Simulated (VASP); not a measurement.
These are PBEsol GGA, VASP's PBE PAW potentials (set 64) (plane waves; VASP) values and carry that method's errors.

Input for VASP

**KPOINTS**
```
Automatic mesh
0
G
9 9 9
0 0 0
```

**POSCAR**
```
RhC
1
    0.0000000000     2.1143950000     2.1143950000
    2.1143950000     0.0000000000     2.1143950000
    2.1143950000     2.1143950000     0.0000000000
C Rh
1 1
Direct
  0.0000000000   0.0000000000   0.0000000000
  0.5000000000   0.5000000000   0.5000000000
```

**INCAR**
```
# general
SYSTEM  = RhC
PREC    = Accurate
ENCUT   = 400
LREAL   = .FALSE.
LASPH   = .TRUE.

# electronic loop
EDIFF   = 1E-6
NELM    = 100
ALGO    = Normal
LMAXMIX = 4

# smearing
ISMEAR  = -1
SIGMA   = 0.1

# functional
GGA     = PS

# ions
ISIF    = 2

# output
LWAVE   = .FALSE.
LCHARG  = .FALSE.
```

POTCAR, in this order: C Rh_pv (PBE.64 set). Program: vasp_std.

At this cut-off the stress carries a Pulay error, which pulls relaxed volumes low.

Question: What does the run give for the energy per atom (σ→0), pressure, band gap (on the k-mesh)?

Answer: 
```json
{
  "energy per atom (σ→0)": "-7.868 eV/atom",
  "band gap (on the k-mesh)": "none (metal, semimetal or under 0.01 eV)",
  "pressure": "13.89 GPa"
}
```

OSZICAR:
```
...
DAV:   7    -0.157832888318E+02    0.83837E+00   -0.23979E+00   990   0.221E+01    0.764E+00
DAV:   8    -0.157798692240E+02    0.34196E-02   -0.13195E-01  1028   0.291E+00    0.167E+00
DAV:   9    -0.157721200635E+02    0.77492E-02   -0.12312E-02  1036   0.149E+00    0.169E-01
DAV:  10    -0.157721146479E+02    0.54156E-05   -0.13504E-03  1005   0.385E-01    0.699E-02
DAV:  11    -0.157721082100E+02    0.64379E-05   -0.90240E-05  1085   0.128E-01    0.337E-02
DAV:  12    -0.157720995978E+02    0.86122E-05   -0.14016E-05  1035   0.477E-02    0.513E-03
DAV:  13    -0.157720995476E+02    0.50248E-07   -0.10647E-06   506   0.105E-02
   1 F= -.15772100E+02 E0= -.15736105E+02  d E =-.719890E-01
```

The structure was generated: RhC was put into an ordered model structure, which need not be its known phase. The cell was not relaxed at this level. The run is one of a series of settings (GGA = PS against the base run), some of them coarse on purpose. The electron count is odd and the run is not spin-polarised, which forces a metal.
